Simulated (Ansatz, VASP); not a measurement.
# MgO (MgO (Fm-3m)) in two plane-wave programs

Aim: how closely do two programs agree when they are given the same cell, functional and k mesh? The cell is taken from a series of runs on this material, whose earlier steps may have relaxed, scaled, displaced or heated it; both programs get it as it stands.

Program: Ansatz 0.2.0. Level of theory: plane waves, with VASP 6.6.1 beside it; PBEsol. Results are calculated unless marked as measured.

## 1. Starting point

The cell holds 216 atoms: 108 Mg and 108 O. Its edges and angles: a = 12.643 Å, b = 12.643 Å, c = 12.643 Å, α = 90.0°, β = 90.0°, γ = 90.0°.

## 2. Ansatz: single point, PBEsol

Ansatz runs on its default PAW (the set named soft_2) files.

A single point takes one fixed geometry, so differences don't come from the geometry; what else differs is listed under the comparison.

The input, input.yaml:

```yaml
crystal:
  lattice:
    - [12.6432114, 0.0, 0.0]
    - [0.0, 12.6432114, 0.0]
    - [0.0, 0.0, 12.6432114]
  atoms:
    - { symbol: Mg, position: [0.0, 0.0, 0.0] }
    - { symbol: Mg, position: [0.0, 0.1666666667, 0.1666666667] }
    - { symbol: Mg, position: [0.1666666667, 0.0, 0.1666666667] }
    - { symbol: Mg, position: [0.1666666667, 0.1666666667, 0.0] }
    - { symbol: O, position: [0.0, 0.0, 0.1666666667] }
    - { symbol: O, position: [0.0, 0.1666666667, 0.0] }
    - { symbol: O, position: [0.1666666667, 0.0, 0.0] }
    - { symbol: O, position: [0.1666666667, 0.1666666667, 0.1666666667] }
    - { symbol: Mg, position: [0.0, 0.0, 0.3333333333] }
    - { symbol: Mg, position: [0.0, 0.1666666667, 0.5] }
    - { symbol: Mg, position: [0.1666666667, 0.0, 0.5] }
    - { symbol: Mg, position: [0.1666666667, 0.1666666667, 0.3333333333] }
    - { symbol: O, position: [0.0, 0.0, 0.5] }
    - { symbol: O, position: [0.0, 0.1666666667, 0.3333333333] }
    - { symbol: O, position: [0.1666666667, 0.0, 0.3333333333] }
    - { symbol: O, position: [0.1666666667, 0.1666666667, 0.5] }
    - { symbol: Mg, position: [0.0, 0.0, 0.6666666667] }
    - { symbol: Mg, position: [0.0, 0.1666666667, 0.8333333333] }
    - { symbol: Mg, position: [0.1666666667, 0.0, 0.8333333333] }
    - { symbol: Mg, position: [0.1666666667, 0.1666666667, 0.6666666667] }
    - { symbol: O, position: [0.0, 0.0, 0.8333333333] }
    - { symbol: O, position: [0.0, 0.1666666667, 0.6666666667] }
    - { symbol: O, position: [0.1666666667, 0.0, 0.6666666667] }
    - { symbol: O, position: [0.1666666667, 0.1666666667, 0.8333333333] }
    - { symbol: Mg, position: [0.0, 0.3333333333, 0.0] }
    - { symbol: Mg, position: [0.0, 0.5, 0.1666666667] }
    - { symbol: Mg, position: [0.1666666667, 0.3333333333, 0.1666666667] }
    - { symbol: Mg, position: [0.1666666667, 0.5, 0.0] }
    - { symbol: O, position: [0.0, 0.3333333333, 0.1666666667] }
    - { symbol: O, position: [0.0, 0.5, 0.0] }
[... 180 atom lines left out ...]
    - { symbol: Mg, position: [0.8333333333, 0.6666666667, 0.8333333333] }
    - { symbol: Mg, position: [0.8333333333, 0.8333333333, 0.6666666667] }
    - { symbol: O, position: [0.6666666667, 0.6666666667, 0.8333333333] }
    - { symbol: O, position: [0.6666666667, 0.8333333333, 0.6666666667] }
    - { symbol: O, position: [0.8333333333, 0.6666666667, 0.6666666667] }
    - { symbol: O, position: [0.8333333333, 0.8333333333, 0.8333333333] }
basis:
  ecutwfc: 420
  xc_grid: 2
hamiltonian:
  xc: pbesol
kpoints:
  mp_grid: { grid: [1, 1, 1] }
scf:
  occupations: { method: fermi_dirac, width: 0.01 }
  max_iter: 80
```

Started as:

```bash
$ ansatz run input.yaml --threads 12 --pin off --max-ram 56524MiB --backend cuda --events-out ev --progress --plain --runs-dir out
```

Numbers of over 12 decimals in the logs are rounded to 6 here.

Output:

```text
Engine: ansatz 0.2.0, aarch64-unknown-linux-gnu
[...]
Pseudopotential: Mg, paw, valence charge 10, recommended cutoff 420 eV (normal), Mg.paw.azcp
Pseudopotential: O, paw, valence charge 6, recommended cutoff 420 eV (normal), O.paw.azcp
Functional definition: PBEsol
[...]
Crystal: 216 atoms, lattice volume = 2021.027 Å³
Basis set: ecut = 420 eV, 39607 PW (Γ), exchange–correlation on 180×180×180 points (8 copies of the dense FFT grid, shifted against one another)
Bands: 1080, of which v1, the nominal top of the filled ones, is band 864 counted from 1 (863 counted from 0)
[...]
Space group: Fm-3m (ITA 225), of the structure as read, at distance tolerance 1.3e-4 Å
k-points: 1
[...]
Functional: x = pbesol(κ = 0.804, μ = 0.123457), c = pbesol(β = 0.046)
[...]
SCF iter   2: F=—  HF=-267394.167112 eV  |F-HF|=—  |Δ(HF+E_count)|=   9.09e-1  Δρ=4.70e-3  dr2=4.37e-1  ethr=1.95e-4  ⟨swp⟩=2.0  Hψ=1412  notcnv=0  defer=201
[...]
automatic band count: iteration 3 solves 1001 bands in place of 1080: the levels show a gap, and the empty bands left out lie too high to hold charge; the band table lists the bands solved (type scf.n [...]
[...]
SCF iter   6: F=—  HF=-267394.030680 eV  |F-HF|=—  |Δ(HF+E_count)|=   9.74e-6  Δρ=1.87e-5  dr2=4.91e-6  ethr=2.81e-9  ⟨swp⟩=2.0  Hψ=1303  notcnv=0  defer=130
SCF iter   7: F=-267394.030679 eV  HF=-267394.030679 eV  |F-HF|=1.09e-7  |Δ(HF+E_count)|=   1.05e-6  Δρ=3.35e-6  dr2=1.56e-7  ethr=5.79e-11  ⟨swp⟩=3.0  Hψ=2119  notcnv=0
SCF 1 converged in 7 iterations: F = -267394.030679 eV  dr2 = 1.56e-7
[...]
SCF converged after 7 iterations
Free energy (F): -267394.030679 eV
[...]
Fermi energy:    10.308339 eV
--- Per-component energies (eV) ---
[...]
```

## 3. VASP: single point, PBEsol

The same cell, functional, mesh and smearing now go to VASP, with its own data sets.

Lines of VASP's logs that name or quote its potential files are left out, and so is its time.

The input, INCAR:

```
SYSTEM = MgO
PREC = Accurate
ENCUT = 520
EDIFF = 1E-06
NELM = 120
ISMEAR = -1
SIGMA = 0.01
LREAL = Auto
ALGO = Normal
GGA = PS
NBANDS = 583
LORBIT = 11
LWAVE = .FALSE.
LCHARG = .FALSE.
ISIF = 2
LASPH = .TRUE.
GGA_COMPAT = .FALSE.
EFERMI = MIDGAP
```

The input, POSCAR:

```
MgO
1.0
   12.6432114000      0.0000000000      0.0000000000
    0.0000000000     12.6432114000      0.0000000000
    0.0000000000      0.0000000000     12.6432114000
Mg O
108 108
Direct
    0.0000000000      0.0000000000      0.0000000000
    0.0000000000      0.1666666667      0.1666666667
    0.1666666667      0.0000000000      0.1666666667
    0.1666666667      0.1666666667      0.0000000000
    0.0000000000      0.0000000000      0.3333333333
    0.0000000000      0.1666666667      0.5000000000
    0.1666666667      0.0000000000      0.5000000000
    0.1666666667      0.1666666667      0.3333333333
    0.0000000000      0.0000000000      0.6666666667
    0.0000000000      0.1666666667      0.8333333333
    0.1666666667      0.0000000000      0.8333333333
    0.1666666667      0.1666666667      0.6666666667
    0.0000000000      0.3333333333      0.0000000000
    0.0000000000      0.5000000000      0.1666666667
    0.1666666667      0.3333333333      0.1666666667
    0.1666666667      0.5000000000      0.0000000000
    0.0000000000      0.3333333333      0.3333333333
    0.0000000000      0.5000000000      0.5000000000
    0.1666666667      0.3333333333      0.5000000000
    0.1666666667      0.5000000000      0.3333333333
    0.0000000000      0.3333333333      0.6666666667
    0.0000000000      0.5000000000      0.8333333333
    0.1666666667      0.3333333333      0.8333333333
    0.1666666667      0.5000000000      0.6666666667
    0.0000000000      0.6666666667      0.0000000000
    0.0000000000      0.8333333333      0.1666666667
    0.1666666667      0.6666666667      0.1666666667
    0.1666666667      0.8333333333      0.0000000000
    0.0000000000      0.6666666667      0.3333333333
    0.0000000000      0.8333333333      0.5000000000
[... 180 atom lines left out ...]
    0.8333333333      0.6666666667      0.3333333333
    0.8333333333      0.8333333333      0.5000000000
    0.6666666667      0.6666666667      0.8333333333
    0.6666666667      0.8333333333      0.6666666667
    0.8333333333      0.6666666667      0.6666666667
    0.8333333333      0.8333333333      0.8333333333
```

The input, KPOINTS:

```
Automatic mesh
0
Gamma
1 1 1
0 0 0
```

The projector-augmented-wave data sets are Mg and O (PBE family, release 64).

Started as:

```bash
$ export OMP_NUM_THREADS=3
$ mpirun -np 1 vasp_gam
```

Output:

```text
[banner, memory and clock lines left out]
running    1 mpi-ranks, on    1 nodes
[...]
Offloading initialized ...    1 GPUs detected
[...]
|                                                                             |
|               ----> ADVICE to this user running VASP <----                  |
|                                                                             |
|     You enforced a specific xc type in the INCAR file but a different       |
|     [... a line on the potential file left out ...]
|     I HOPE YOU KNOW WHAT YOU ARE DOING!                                     |
|                                                                             |

 LDA part: xc-table for (Slater+PW92), standard interpolation
 POSCAR, INCAR and KPOINTS ok, starting setup
[...]
entering main loop
       N       E                     dE             d eps       ncg     rms          rms(c)
DAV:   1     0.854062844627E+04    0.85406E+04   -0.47495E+05  1182   0.145E+03
DAV:   2    -0.443740810680E+03   -0.89844E+04   -0.84907E+04  1708   0.344E+02
DAV:   3    -0.148004410711E+04   -0.10363E+04   -0.10269E+04  1332   0.121E+02
DAV:   4    -0.150081494481E+04   -0.20771E+02   -0.20709E+02  1420   0.174E+01
[...]
DAV:  13    -0.135131652918E+04    0.63819E-06   -0.16066E-05  1292   0.525E-03    0.539E-03
DAV:  14    -0.135131653056E+04   -0.13837E-05   -0.50419E-07   812   0.101E-03    0.244E-03
DAV:  15    -0.135131653063E+04   -0.68394E-07   -0.74056E-07   700   0.102E-03
   1 F= -.13513165E+04 E0= -.13513165E+04  d E =0.000000E+00
```

Parts of OUTCAR (step 3):

```text
  FREE ENERGIE OF THE ION-ELECTRON SYSTEM (eV)
  ---------------------------------------------------
  free  energy   TOTEN  =     -1351.3165306303 eV

  energy  without entropy=    -1351.3165306303  energy(sigma->0) =    -1351.31653063
```

The run ends at a pressure of -0.50 GPa.

## 4. Comparison

Known differences besides the potentials themselves: the data sets hold 1728 valence electrons in Ansatz (on its default PAW (the set named soft_2) files) and 864 in VASP; the cutoff is 420 eV in Ansatz and 520 eV in VASP (PREC = Accurate, projectors in real space); Ansatz makes its cores anew for this functional, VASP keeps those of its PBE data sets. Total energies have different zeros and are not compared.

Compared:

```
              quantity  Ansatz   VASP  difference
gap on the k mesh (eV)   4.617  4.617       0.000
```

A gap on the mesh is an upper bound, since the band edges may lie between its points.

## 5. Summary of results

| Property | Result |
| --- | --- |
| difference in gap on the k mesh (single point, PBEsol) | -1.0e-5 eV |

The difference in gap on the k mesh is -1.0e-5 eV (single point, PBEsol), within the 0.08 eV picked in this series as the mark of a large difference. The data sets hold unlike numbers of valence electrons (1728 in Ansatz and 864 in VASP), so part of the differences may come from the potentials. Such differences can come from data sets, numerical settings and the points named under the comparisons, not from the functional's error against experiment.

[Lines on the potential files, build, host, timing and source positions are cut from VASP's logs without a mark.]

[Logs are printed without paths, hosts, clocks, repeated set-up lines and the standing remarks that a program may print on its own settings, such as how far it seeks lower states.]

[Hosts, paths, dates, database ids (printed as entryN), source tags and the programs' standing remarks are cut or masked in the printed files.]
